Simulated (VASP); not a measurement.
Calculation: rev-vdW-DF2, VASP's PBE PAW potentials (set 64) (plane waves; VASP).

The input files of a VASP run:

**INCAR**
```
AGGAC=0.0
ALGO=Normal
EDIFF=1E-7
ENCUT=520
GGA=MK
ICHARG=11
ISMEAR=0
LASPH=.TRUE.
LCHARG=.FALSE.
LMAXMIX=6
LORBIT=11
LREAL=.FALSE.
LUSE_VDW=.TRUE.
LWAVE=.FALSE.
NELM=100
PARAM1=0.1234568
PARAM2=0.7114
PREC=Accurate
SIGMA=0.05
SYSTEM=WSe2
ZAB_VDW=-1.8867
```

KPOINTS:
```
k-points along high-symmetry lines
10
Line-mode
Reciprocal
  0.000000   0.000000   0.000000 ! GAMMA
  0.000000   0.500000   0.000000 ! M

  0.000000   0.500000   0.000000 ! M
 -0.333333   0.666667   0.000000 ! K

 -0.333333   0.666667   0.000000 ! K
  0.000000   0.000000   0.000000 ! GAMMA

  0.000000   0.000000   0.000000 ! GAMMA
  0.000000   0.000000   0.500000 ! A

  0.000000   0.000000   0.500000 ! A
  0.000000   0.500000   0.500000 ! L

  0.000000   0.500000   0.500000 ! L
 -0.333333   0.666667   0.500000 ! H

 -0.333333   0.666667   0.500000 ! H
  0.000000   0.000000   0.500000 ! A

  0.000000   0.500000   0.500000 ! L
  0.000000   0.500000   0.000000 ! M

 -0.333333   0.666667   0.500000 ! H
 -0.333333   0.666667   0.000000 ! K
```

### POSCAR
```
WSe2
1
    1.6510384917    -2.8596822218     0.0000000000
    1.6510384917     2.8596822218     0.0000000000
    0.0000000000     0.0000000000    13.0706756607
W Se
2 4
Direct
  0.3333330000   0.6666670000   0.2500000000
  0.6666670000   0.3333330000   0.7500000000
  0.3333330000   0.6666670000   0.8791194177
  0.6666670000   0.3333330000   0.3791194177
  0.6666670000   0.3333330000   0.1208805823
  0.3333330000   0.6666670000   0.6208805823
```

POTCAR, in this order: W_sv Se (PBE.64 set). Program: vasp_std. Read from the step before: CHGCAR.

The resulting files:

OUTCAR:
```
 ion  position               nearest neighbor table
   1  0.333  0.667  0.250-   4 2.55   5 2.55   4 2.55   5 2.55   4 2.55   5 2.55
   2  0.667  0.333  0.750-   3 2.55   6 2.55   3 2.55   6 2.55   3 2.55   6 2.55
   3  0.333  0.667  0.879-   2 2.55   2 2.55   2 2.55
   4  0.667  0.333  0.379-   1 2.55   1 2.55   1 2.55
   5  0.667  0.333  0.121-   1 2.55   1 2.55   1 2.55
   6  0.333  0.667  0.621-   2 2.55   2 2.55   2 2.55
  LATTYP: Found a hexagonal cell.
 ALAT       =     3.3020766967
 C/A-ratio  =     3.9583198276
 Subroutine PRICEL returns:
 Original cell was already a primitive cell.
 Subroutine GETGRP returns: Found 24 space group operations
The static configuration has the point symmetry D_3d.
 The point group associated with its full space group is D_6h.
The dynamic configuration has the point symmetry D_3d.
 Subroutine INISYM returns: Found 24 space group operations
   k-points           NKPTS =     90   k-points in BZ     NKDIM =     90   number of bands    NBANDS=     31
   number of dos      NEDOS =    301   number of ions     NIONS =      6
   total plane-waves  NPLWV =  76832
   dimension x,y,z NGX =    28 NGY =   28 NGZ =   98
   dimension x,y,z NGXF=    56 NGYF=   56 NGZF=  196
   ions per type =               2   4
   PREC   = accura    normal or accurate (medium, high low for compatibility)
   ISTART =      0    job   : 0-new  1-cont  2-samecut
...
```

**OSZICAR**
```
       N       E                     dE             d eps       ncg     rms          rms(c)
DAV:   1     0.519120208912E+03    0.51912E+03   -0.28709E+04  6300   0.163E+03
DAV:   2     0.232558112029E+01   -0.51679E+03   -0.50561E+03  6622   0.426E+02
DAV:   3    -0.301991329453E+02   -0.32525E+02   -0.31829E+02  7071   0.936E+01
DAV:   4    -0.311138250639E+02   -0.91469E+00   -0.91121E+00  6818   0.153E+01
DAV:   5    -0.311360901743E+02   -0.22265E-01   -0.22254E-01  7317   0.232E+00
DAV:   6    -0.311366788890E+02   -0.58871E-03   -0.58853E-03  6968   0.366E-01
DAV:   7    -0.311366930214E+02   -0.14132E-04   -0.14131E-04  7364   0.612E-02
DAV:   8    -0.311366934209E+02   -0.39950E-06   -0.39946E-06  6716   0.109E-02
DAV:   9    -0.311366934347E+02   -0.13778E-07   -0.13808E-07  4812   0.217E-03
   1 F= -.31136693E+02 E0= -.31136693E+02  d E =-.510644E-15
```

File OUTCAR:
```
 val. band max:        5.9553352376   @ k =   0.0000   0.0000   0.0000

 cond. band min:       6.8878633155   @ k =  -0.1852   0.3704   0.0000



 k-point     1 :       0.0000    0.0000    0.0000
  band No.  band energies     occupation
      1     -68.3870      2.00000
      2     -68.3869      2.00000
      3     -32.6081      2.00000
      4     -32.6080      2.00000
      5     -32.4845      2.00000
      6     -32.4845      2.00000
      7     -32.4845      2.00000
      8     -32.4845      2.00000
      9      -9.1780      2.00000
     10      -8.9323      2.00000
     11      -8.0554      2.00000
     12      -7.6518      2.00000
     13      -1.0379      2.00000
     14       0.0468      2.00000
     15       2.3800      2.00000
     16       3.3902      2.00000
     17       3.3902      2.00000
     18       3.4072      2.00000
     19       3.4072      2.00000
     20       4.4815      2.00000
     21       4.4815      2.00000
     22       4.5348      2.00000
     23       4.5348      2.00000
     24       4.8758      2.00000
     25       4.9036      2.00000
     26       5.9553      2.00000
     27       8.5856      0.00000
     28       8.5936      0.00000
     29       8.6371      0.00000
     30       8.6447      0.00000
     31       8.6532      0.00000

 k-point     2 :       0.0000    0.0556    0.0000
  band No.  band energies     occupation
      1     -68.3867      2.00000
      2     -68.3867      2.00000
      3     -32.6068      2.00000
      4     -32.6068      2.00000
      5     -32.4912      2.00000
      6     -32.4912      2.00000
      7     -32.4861      2.00000
      8     -32.4861      2.00000
      9      -9.1321      2.00000
     10      -8.8868      2.00000
     11      -8.0296      2.00000
     12      -7.6305      2.00000
     13      -0.9776      2.00000
     14       0.1067      2.00000
     15       2.3385      2.00000
     16       3.2440      2.00000
     17       3.2659      2.00000
     18       3.4334      2.00000
...
```

The density is held fixed in this step, so its total energy and stress have no physical meaning. Unless said otherwise, spin-orbit coupling is left out, though it shifts the bands of the heavy elements here.

The compound is WSe2 in the 2H layered structure. It was relaxed first.
